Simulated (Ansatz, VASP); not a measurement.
# TiAg (Ag-Ti stack, (111) layers) in two plane-wave programs, part 2 of 2

Wanted: the spread between two codes on one cell, functional and k mesh. The cell is taken from a series of runs on this material, whose earlier steps may have relaxed, scaled, displaced or heated it; both programs get it as it stands.

VASP 6.6.1 and Ansatz 0.2.0.

So far: Starting point; Ansatz: zone-centre phonons, PBEsol.

## Step 3: VASP: zone-centre phonons, PBEsol

Level of this step: PBEsol; plane waves and PAW (Ag, Ti_sv) (VASP).

The same cell, functional, mesh and smearing now go to VASP, with its own data sets.

Lines of VASP's logs that name or quote its potential files are left out, and so is its time.

Input file INCAR:

```
SYSTEM = TiAg
PREC = Accurate
ENCUT = 500
EDIFF = 1E-08
NELM = 120
ISMEAR = 1
SIGMA = 0.2
LREAL = .FALSE.
ALGO = Normal
GGA = PS
NBANDS = 17
LASPH = .TRUE.
LORBIT = 11
LWAVE = .FALSE.
LCHARG = .FALSE.
ISIF = 2
IBRION = 8
GGA_COMPAT = .FALSE.
NELMDL = -8
KPAR = 2
```

Input file POSCAR:

```
TiAg
1.0
    2.7756024234      0.0000027415      0.0000000000
   -1.3878035859      2.4037408387      0.0000000000
    0.0000000000      0.0000000000     28.5726751719
Ag Ti
1 1
Direct
    0.0000000000      0.0000000000      0.1928558357
    0.3333333333      0.6666666667      0.2756456231
```

Input file KPOINTS:

```
Automatic mesh
0
Gamma
6 6 1
0 0 0
```

PAW data sets: Ag and Ti_sv (PBE family, release 64).

Launch:

```bash
$ mpirun -np 2 vasp_std
```

Numbers of over 12 decimals in the logs are rounded to 6 here.

The program printed:

```text
[banner, memory and clock lines left out]
running    2 mpi-ranks, on    1 nodes
 distrk:  each k-point on    1 cores,    2 groups
 distr:  one band on    1 cores,    1 groups

 POSCAR found type information on POSCAR AgTi
 POSCAR found :  2 types and       2 ions
|                                                                             |
|               ----> ADVICE to this user running VASP <----                  |
|                                                                             |
|     You enforced a specific xc type in the INCAR file but a different       |
|     [... a line on the potential file left out ...]
|     I HOPE YOU KNOW WHAT YOU ARE DOING!                                     |
|                                                                             |

 LDA part: xc-table for (Slater+PW92), standard interpolation
 POSCAR, INCAR and KPOINTS ok, starting setup
 FFT: planning ... GRIDC
 FFT: planning ... GRID_SOFT
 FFT: planning ... GRID
 WAVECAR not read
 entering main loop
       N       E                     dE             d eps       ncg     rms          rms(c)
DAV:   1     0.141054204879E+03    0.14105E+03   -0.10814E+04   294   0.104E+03
DAV:   2     0.184641010170E+01   -0.13921E+03   -0.13656E+03   304   0.269E+02
DAV:   3    -0.110007314823E+02   -0.12847E+02   -0.12617E+02   423   0.707E+01
DAV:   4    -0.115433055335E+02   -0.54257E+00   -0.54224E+00   287   0.139E+01
DAV:   5    -0.115693022403E+02   -0.25997E-01   -0.25992E-01   360   0.257E+00
DAV:   6    -0.115694935080E+02   -0.19127E-03   -0.19127E-03   304   0.255E-01
DAV:   7    -0.115695023001E+02   -0.87921E-05   -0.87919E-05   343   0.430E-02
DAV:   8    -0.115695023472E+02   -0.47030E-07   -0.47083E-07   313   0.347E-03    0.989E+00
DAV:   9    -0.104101283158E+02    0.11594E+01   -0.10292E+01   268   0.245E+01    0.608E+00
DAV:  10    -0.107082369764E+02   -0.29811E+00   -0.15785E+01   308   0.170E+01    0.381E+00
DAV:  11    -0.100545751724E+02    0.65366E+00   -0.58551E+00   285   0.139E+01    0.217E+00
DAV:  12    -0.100988532303E+02   -0.44278E-01   -0.40924E-01   270   0.392E+00    0.124E+00
DAV:  13    -0.100370262281E+02    0.61827E-01   -0.73853E-01   285   0.294E+00    0.264E-01
DAV:  14    -0.100359296039E+02    0.10966E-02   -0.79328E-03   262   0.638E-01    0.138E-01
[...]
DAV:  24    -0.100365124792E+02   -0.13196E-04   -0.60022E-07   225   0.129E-03    0.308E-04
DAV:  25    -0.100365173348E+02   -0.48557E-05   -0.17554E-07   209   0.915E-04    0.233E-04
DAV:  26    -0.100365213845E+02   -0.40497E-05   -0.16352E-07   182   0.570E-04    0.928E-05
DAV:  27    -0.100365222907E+02   -0.90613E-06   -0.35127E-08   209   0.384E-04    0.623E-05
DAV:  28    -0.100365227366E+02   -0.44598E-06   -0.17173E-08   175   0.248E-04    0.395E-05
DAV:  29    -0.100365228068E+02   -0.70163E-07   -0.16238E-09   185   0.955E-05    0.138E-05
DAV:  30    -0.100365228331E+02   -0.26333E-07   -0.37497E-10   143   0.510E-05    0.841E-06
DAV:  31    -0.100365228403E+02   -0.72077E-08   -0.54549E-11   126   0.271E-05
   1 F= -.10036523E+02 E0= -.10038080E+02  d E =0.467099E-02
 Linear response reoptimize wavefunctions to high precision
DAV:   1    -0.100365228434E+02   -0.30604E-08   -0.38221E-11   152   0.235E-05
DAV:   2    -0.100365228434E+02    0.00000E+00    0.40064E-11   124   0.731E-06
 Linear response DOF=           4
 Linear response progress:
  Degree of freedom:   1/  4
       N       E                     dE             d eps       ncg     rms          rms(c)
RMM:   1    -0.283046694515E+00   -0.28305E+00   -0.20084E-01  1361   0.297E+00
RMM:   2    -0.282072783006E+00    0.97391E-03   -0.12357E-02  1206   0.653E-01    0.815E-02
RMM:   3    -0.281372765444E+00    0.70002E-03   -0.10905E-03  1299   0.202E-01    0.479E-02
RMM:   4    -0.280866863262E+00    0.50590E-03   -0.45407E-04  1276   0.118E-01    0.804E-03
RMM:   5    -0.280867496461E+00   -0.63320E-06   -0.50043E-05  1436   0.371E-02    0.460E-03
RMM:   6    -0.280799794413E+00    0.67702E-04   -0.15989E-05  1500   0.161E-02    0.224E-03
RMM:   7    -0.280791802591E+00    0.79918E-05   -0.28749E-06  1466   0.740E-03    0.597E-04
RMM:   8    -0.280787590376E+00    0.42122E-05   -0.48038E-07  1686   0.289E-03    0.281E-04
RMM:   9    -0.280784386483E+00    0.32039E-05   -0.91222E-08  1631   0.124E-03    0.750E-05
RMM:  10    -0.280784420058E+00   -0.33574E-07    0.11252E-08  1770   0.578E-04    0.286E-05
RMM:  11    -0.280784599059E+00   -0.17900E-06   -0.38267E-07  1800   0.277E-04    0.168E-05
RMM:  12    -0.280784660949E+00   -0.61890E-07    0.98747E-09  1816   0.138E-04    0.830E-06
RMM:  13    -0.280784750779E+00   -0.89830E-07   -0.12184E-08  1693   0.760E-05    0.389E-06
RMM:  14    -0.280784756042E+00   -0.52628E-08    0.35635E-09  1780   0.422E-05    0.124E-06
 first order change of Fermi-energy   0.37340E-03
 force on displaced ion       1 direction 1 :  -0.516   0.001   0.000
 Linear response progress:
  Degree of freedom:   2/  4
       N       E                     dE             d eps       ncg     rms          rms(c)
RMM:   1    -0.347165168941E+00   -0.34717E+00   -0.20141E-01   479   0.321E+00
RMM:   2    -0.346793568558E+00    0.37160E-03   -0.13601E-02   434   0.713E-01    0.111E-01
RMM:   3    -0.346967218189E+00   -0.17365E-03   -0.14494E-03   417   0.270E-01    0.112E-01
RMM:   4    -0.346823059704E+00    0.14416E-03   -0.37937E-04   427   0.142E-01    0.537E-02
RMM:   5    -0.347018536890E+00   -0.19548E-03   -0.21988E-04   434   0.929E-02    0.176E-02
RMM:   6    -0.347021477842E+00   -0.29410E-05   -0.50379E-05   483   0.422E-02    0.678E-03
RMM:   7    -0.346994475073E+00    0.27003E-04   -0.13539E-05   497   0.186E-02    0.581E-03
RMM:   8    -0.346946884676E+00    0.47590E-04   -0.24364E-06   489   0.107E-02    0.183E-03
RMM:   9    -0.346944687594E+00    0.21971E-05   -0.40784E-07   509   0.432E-03    0.525E-04
RMM:  10    -0.346939498624E+00    0.51890E-05   -0.82404E-07   532   0.193E-03    0.189E-04
RMM:  11    -0.346939583287E+00   -0.84663E-07    0.65765E-07   529   0.923E-04    0.155E-04
RMM:  12    -0.346939167350E+00    0.41594E-06   -0.20624E-07   511   0.491E-04    0.393E-05
RMM:  13    -0.346939644557E+00   -0.47721E-06    0.14534E-08   507   0.220E-04    0.255E-05
RMM:  14    -0.346939488329E+00    0.15623E-06   -0.13752E-07   513   0.173E-04    0.493E-05
RMM:  15    -0.346939763955E+00   -0.27563E-06    0.54002E-08   512   0.110E-04    0.135E-05
RMM:  16    -0.346939846566E+00   -0.82611E-07   -0.37892E-08   536   0.656E-05    0.624E-06
RMM:  17    -0.346939842604E+00    0.39622E-08    0.47302E-08   521   0.281E-05    0.209E-06
 first order change of Fermi-energy   0.11884E+00
 force on displaced ion       1 direction 3 :   0.000   0.000  -3.475
 Linear response progress:
  Degree of freedom:   3/  4
       N       E                     dE             d eps       ncg     rms          rms(c)
RMM:   1    -0.435691130151E+00   -0.43569E+00    0.47004E+01   684   0.137E+02
RMM:   2    -0.417177561314E+00    0.18514E-01   -0.29019E-01  1199   0.413E+00    0.254E-01
RMM:   3    -0.413419760025E+00    0.37578E-02   -0.22126E-02  1300   0.104E+00    0.115E-01
RMM:   4    -0.413647088468E+00   -0.22733E-03   -0.98977E-03  1516   0.443E-01    0.134E-02
RMM:   5    -0.414332246043E+00   -0.68516E-03   -0.11028E-03  1688   0.148E-01    0.965E-03
RMM:   6    -0.414916490779E+00   -0.58424E-03   -0.18642E-04  1630   0.548E-02    0.228E-03
RMM:   7    -0.415027225604E+00   -0.11073E-03   -0.14705E-05  1729   0.226E-02    0.114E-03
RMM:   8    -0.415049056718E+00   -0.21831E-04   -0.15862E-05  1684   0.104E-02    0.108E-03
RMM:   9    -0.415075732116E+00   -0.26675E-04   -0.50013E-06  1661   0.438E-03    0.339E-04
RMM:  10    -0.415087098817E+00   -0.11367E-04   -0.41055E-06  1740   0.218E-03    0.934E-05
RMM:  11    -0.415086101056E+00    0.99776E-06    0.36874E-07  1782   0.969E-04    0.546E-05
RMM:  12    -0.415086738793E+00   -0.63774E-06    0.20246E-07  1817   0.495E-04    0.326E-05
RMM:  13    -0.415088434947E+00   -0.16962E-05   -0.30050E-08  1700   0.261E-04    0.202E-05
RMM:  14    -0.415087983274E+00    0.45167E-06   -0.10229E-07  1771   0.151E-04    0.784E-06
RMM:  15    -0.415088179623E+00   -0.19635E-06   -0.35472E-08  1787   0.810E-05    0.302E-06
RMM:  16    -0.415088352088E+00   -0.17246E-06   -0.50212E-08  1726   0.514E-05    0.240E-06
RMM:  17    -0.415088294576E+00    0.57512E-07   -0.11442E-08  1704   0.319E-05    0.907E-07
RMM:  18    -0.415088312485E+00   -0.17909E-07   -0.16709E-08  1586   0.207E-05    0.508E-07
RMM:  19    -0.415088331686E+00   -0.19201E-07   -0.58613E-09  1429   0.145E-05    0.298E-07
RMM:  20    -0.415088321731E+00    0.99550E-08   -0.89285E-09  1261   0.103E-05    0.424E-07
 first order change of Fermi-energy   0.40122E-04
 force on displaced ion       2 direction 1 :  -0.513   0.000   0.001
 Linear response progress:
  Degree of freedom:   4/  4
       N       E                     dE             d eps       ncg     rms          rms(c)
RMM:   1    -0.104953542167E+01   -0.10495E+01    0.13678E+01   252   0.132E+02
RMM:   2    -0.992700047134E+00    0.56835E-01   -0.33528E-01   394   0.411E+00    0.275E-01
RMM:   3    -0.992551056539E+00    0.14899E-03   -0.31660E-02   415   0.117E+00    0.131E-01
RMM:   4    -0.994517917083E+00   -0.19669E-02   -0.18513E-02   476   0.531E-01    0.642E-02
RMM:   5    -0.995482554122E+00   -0.96464E-03   -0.62508E-04   460   0.172E-01    0.304E-02
RMM:   6    -0.996474602224E+00   -0.99205E-03   -0.21943E-04   492   0.774E-02    0.170E-02
RMM:   7    -0.997485067968E+00   -0.10105E-02   -0.18795E-05   445   0.357E-02    0.904E-03
RMM:   8    -0.997457894673E+00    0.27173E-04   -0.60344E-06   481   0.172E-02    0.326E-03
RMM:   9    -0.997532600598E+00   -0.74706E-04   -0.18278E-06   491   0.885E-03    0.131E-03
RMM:  10    -0.997566931480E+00   -0.34331E-04   -0.10229E-06   513   0.359E-03    0.462E-04
RMM:  11    -0.997576071504E+00   -0.91400E-05    0.16458E-06   505   0.175E-03    0.225E-04
RMM:  12    -0.997571684675E+00    0.43868E-05   -0.73559E-08   506   0.842E-04    0.130E-04
RMM:  13    -0.997569414979E+00    0.22697E-05    0.47587E-07   519   0.512E-04    0.738E-05
RMM:  14    -0.997570802506E+00   -0.13875E-05   -0.19614E-07   501   0.382E-04    0.526E-05
RMM:  15    -0.997570357973E+00    0.44453E-06   -0.57545E-08   506   0.201E-04    0.327E-05
RMM:  16    -0.997571396174E+00   -0.10382E-05   -0.79864E-08   531   0.137E-04    0.965E-06
RMM:  17    -0.997571811441E+00   -0.41527E-06    0.19863E-08   516   0.782E-05    0.930E-06
RMM:  18    -0.997571564349E+00    0.24709E-06    0.28996E-08   518   0.554E-05    0.480E-06
RMM:  19    -0.997571463088E+00    0.10126E-06   -0.20634E-08   519   0.327E-05    0.233E-06
RMM:  20    -0.997571467788E+00   -0.47005E-08    0.14255E-09   534   0.200E-05    0.110E-06
 first order change of Fermi-energy  -0.11807E+00
 force on displaced ion       2 direction 3 :   0.000  -0.000  -3.488
 Linear response finished
```

From OUTCAR (step 3):

```text
ion  position               nearest neighbor table
   1  0.000  0.000  0.193-   2 2.86   2 2.86   2 2.86
   2  0.333  0.667  0.276-   1 2.86   1 2.86   1 2.86

  LATTYP: Found a hexagonal cell.
 ALAT       =     2.7756024234
 C/A-ratio  =    10.2942247532

 Subroutine GETGRP returns: Found  6 space group operations
 (whereof  6 operations were pure point group operations)

The static configuration has the point symmetry C_3v.

 Found      7 irreducible k-points:

   k-points           NKPTS =      7   k-points in BZ     NKDIM =      7   number of bands    NBANDS=     17

   dimension x,y,z NGX =    20 NGY =   20 NGZ =  210
   dimension x,y,z NGXF=    40 NGYF=   40 NGZF=  420

   ENCUT  =  500.0 eV  36.75 Ry    6.06 a.u.   5.06  5.06 52.09*2*pi/ulx,y,z

   NELECT =      23.0000    total number of electrons

 k-points in reciprocal lattice and weights: Automatic mesh
   0.00000000  0.00000000  0.00000000       0.028
   0.16666667  0.00000000  0.00000000       0.167
   0.33333333  0.00000000  0.00000000       0.167
   0.50000000 -0.00000000  0.00000000       0.083
   0.16666667  0.16666667  0.00000000       0.167
   0.33333333  0.16666667  0.00000000       0.333
   0.33333333  0.33333333  0.00000000       0.056

 average (electrostatic) potential at core
       1 -81.5555       2 -82.5305

  Total       -0.3020681     -0.3020681      0.0105864     -0.0000000      0.0000000      0.0000000
  in kB       -2.5387467     -2.5387467      0.0889741     -0.0000000      0.0000000      0.0000000
  external PRESSURE =      -1.6628398 kB  Pullay stress =       0.0000000 kB

  energy-cutoff  :      500.00
  volume of cell :      190.63
      direct lattice vectors                 reciprocal lattice vectors
     2.775602423  0.000002741  0.000000000     0.360281941  0.208009350  0.000000000
    -1.387803586  2.403740839  0.000000000    -0.000000411  0.416017989  0.000000000
     0.000000000  0.000000000 28.572675172     0.000000000  0.000000000  0.034998473

 POSITION                                       TOTAL-FORCE (eV/Angst)
 -----------------------------------------------------------------------------------
      0.00000      0.00000      5.51041        -0.000000      0.000000     -0.011698
     -0.00000      1.60249      7.87593         0.000000     -0.000000      0.011698
 -----------------------------------------------------------------------------------
    total drift:                                0.000000     -0.000000      0.000362

 Eigenvectors and eigenvalues of the dynamical matrix
 ----------------------------------------------------

   1 f  =    5.067416 THz    31.839514 2PiTHz  169.030807 cm-1    20.957140 meV
             X         Y         Z           dx          dy          dz
      0.000000  0.000000  5.510407    -0.000000   -0.000000   -0.553763
     -0.000002  1.602495  7.875933     0.000000    0.000000    0.832674

   2 f  =    1.945583 THz    12.224459 2PiTHz   64.897666 cm-1     8.046281 meV
             X         Y         Z           dx          dy          dz
      0.000000  0.000000  5.510407     0.544290    0.112337   -0.000000
     -0.000002  1.602495  7.875933    -0.814181   -0.168040    0.000000

   3 f  =    1.945583 THz    12.224459 2PiTHz   64.897666 cm-1     8.046281 meV
             X         Y         Z           dx          dy          dz
      0.000000  0.000000  5.510407    -0.112337    0.544290    0.000000
     -0.000002  1.602495  7.875933     0.168040   -0.814181    0.000000

   4 f/i=    0.003058 THz     0.019216 2PiTHz    0.102015 cm-1     0.012648 meV
             X         Y         Z           dx          dy          dz
      0.000000  0.000000  5.510407     0.068798   -0.828490    0.000000
     -0.000002  1.602495  7.875933     0.045992   -0.553856    0.000000

   5 f/i=    0.003058 THz     0.019216 2PiTHz    0.102015 cm-1     0.012648 meV
             X         Y         Z           dx          dy          dz
      0.000000  0.000000  5.510407     0.828490    0.068798    0.000000
     -0.000002  1.602495  7.875933     0.553856    0.045992    0.000000

   6 f/i=    0.004210 THz     0.026454 2PiTHz    0.140439 cm-1     0.017412 meV
             X         Y         Z           dx          dy          dz
      0.000000  0.000000  5.510407     0.000000    0.000000    0.832674
     -0.000002  1.602495  7.875933    -0.000000    0.000000    0.553763

 ELASTIC MODULI CONTR FROM IONIC RELAXATION (kBar)
 Direction    XX          YY          ZZ          XY          YZ          ZX
 --------------------------------------------------------------------------------
 XX         -67.8642    -14.5096    -81.7506     -0.0000     24.0331     -0.0001
 YY         -14.5096    -67.8642    -81.7506     -0.0000    -24.0331      0.0001
 ZZ         -81.7506    -81.7506   -162.2642     -0.0000      0.0000      0.0000
 XY          -0.0000     -0.0000     -0.0000    -26.6773      0.0001     22.4769
 YZ          24.0331    -24.0331      0.0000      0.0001    -21.6509     -0.0000
 ZX          -0.0001      0.0001      0.0000     22.4769     -0.0000    -18.9379
 --------------------------------------------------------------------------------
```

This run has no spin polarisation. Its electron count is odd, so without a moment it is a metal by construction. Energies printed during the response cycles are not total energies of the cell. The PAW data sets were made with PBE, which is usual practice but a small mismatch for other functionals.

## Step 4: Differences

Known differences besides the potentials themselves: Ansatz cuts the interaction across the vacuum, VASP repeats the sheet without a dipole correction; VASP's run holds the zone centre alone; the data sets hold 31 valence electrons in Ansatz (on its PAW soft_1 files) and 23 in VASP; the cutoff is 420 eV in Ansatz and 500 eV in VASP; Ansatz makes its cores anew for this functional, VASP keeps those of its PBE data sets. Total energies have different zeros and are not compared.

Both answers:

```tsv
quantity	Ansatz	VASP	difference
optical mode 1 to 2 (cm⁻¹)	65.7	64.9	+1.24 %
optical mode 3 (cm⁻¹)	169.4	169.0	+0.21 %
```

Modes are paired by rising frequency, not by their patterns, so a pair may set unlike modes beside each other; they are those without the splitting of longitudinal modes. Where the cell holds vacuum, a pressure given here is an average over it and none of the material.

## Step 5: Summary of results

```
r.m.s. difference of the optical zone-centre modes, each program's sorted by frequency (zone-centre phonons, PBEsol) : 0.69 cm⁻¹
difference in optical mode 1 to 2 (zone-centre phonons, PBEsol)                                                      : +1.2 %
```

In words: The r.m.s. difference of the optical zone-centre modes, each program's sorted by frequency is 0.69 cm⁻¹ (zone-centre phonons, PBEsol). The data sets hold unlike numbers of valence electrons (31 in Ansatz and 23 in VASP), so part of the differences may come from the potentials. Among the rows given in per cent, the largest difference of the zone-centre phonons, PBEsol pair is in optical mode 1 to 2, +1.2 %. How closely two codes agree says nothing of how well the functional describes the real material.

[Lines on the potential files, build, host, timing and source positions are cut from VASP's logs without a mark.]

[Logs are printed without paths, hosts, clocks, repeated set-up lines and the standing remarks that a program may print on its own settings, such as how far it seeks lower states.]

[Hosts, paths, dates, database ids (printed as entryN), source tags and the programs' standing remarks are cut or masked in the printed files.]
